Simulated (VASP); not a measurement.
An input for Quantum ESPRESSO's pw.x (written as the equivalent of a VASP run, and not itself run):

```
&CONTROL
  calculation = 'vc-relax'
  pseudo_dir = './pseudo'
  outdir = './out'
  tprnfor = .true.
  tstress = .true.
  nstep = 60
  forc_conv_thr = 0.00078
/
&SYSTEM
  ibrav = 0
  nat = 4
  ntyp = 2
  ecutwfc = 66
  occupations = 'smearing'
  smearing = 'gaussian'
  degauss = 0.003675
  input_dft = 'pbesol'
/
&ELECTRONS
  conv_thr = 7.3e-08
  electron_maxstep = 100
/
&IONS
/
&CELL
/
ATOMIC_SPECIES
  Hg 200.592 Hg.upf
  Br 79.904 Br.upf
CELL_PARAMETERS angstrom
    -2.3003994    2.3003994    5.6137898
     2.3003994   -2.3003994    5.6137898
     2.3003994    2.3003994   -5.6137898
ATOMIC_POSITIONS crystal
  Hg   0.8845363  0.8845363  0.0000000
  Hg   0.1154637  0.1154637  0.0000000
  Br   0.6551010  0.6551010  1.0000000
  Br   0.3448990  0.3448990  0.0000000
K_POINTS automatic
  6 6 6 0 0 0
```

Problem. Write the VASP files for the same calculation (PBEsol).

Solution. One answer among several that fit: 
INCAR:
```
SYSTEM = HgBr
PREC = Accurate
ENCUT = 400
EDIFF = 1E-6
NELM = 100
ALGO = Normal
LREAL = .FALSE.
LASPH = .TRUE.
ISMEAR = 0
SIGMA = 0.05
GGA = PS
LMAXMIX = 6
LWAVE = .FALSE.
LCHARG = .FALSE.
IBRION = 2
ISIF = 3
NSW = 60
EDIFFG = -0.02
```

**KPOINTS**
```
Automatic mesh
0
Gamma
6 6 6
0 0 0
```

POSCAR:
```
HgBr
1.0
 -2.3003993501   2.3003993501   5.6137898026
  2.3003993501  -2.3003993501   5.6137898026
  2.3003993501   2.3003993501  -5.6137898026
Hg Br
2 2
Cartesian
  0.0000000000  -0.0000000000   9.9312011763
  0.0000000000  -0.0000000000   1.2963784289
  2.3003993501   2.3003993501   1.7414091556
  0.0000000000  -0.0000000000   3.8723806470
```

POTCAR, in this order: Hg Br (PBE.64 set). Program: vasp_std.

What does not carry over: the potentials are each code's own (VASP's PAW set, PseudoDojo norm-conserving files in pw.x), so ENCUT and ecutwfc are chosen apart and not converted; conv_thr bounds pw.x's estimated SCF error, while EDIFF bounds the energy change between steps; forc_conv_thr acts on force components and is met together with etot_conv_thr.

The structure comes from a computed database's HgBr entry (I4/mmm); how it stands against other phases isn't given here. It was relaxed first, which changed the volume by -6 %. The start is the result of an earlier pass.
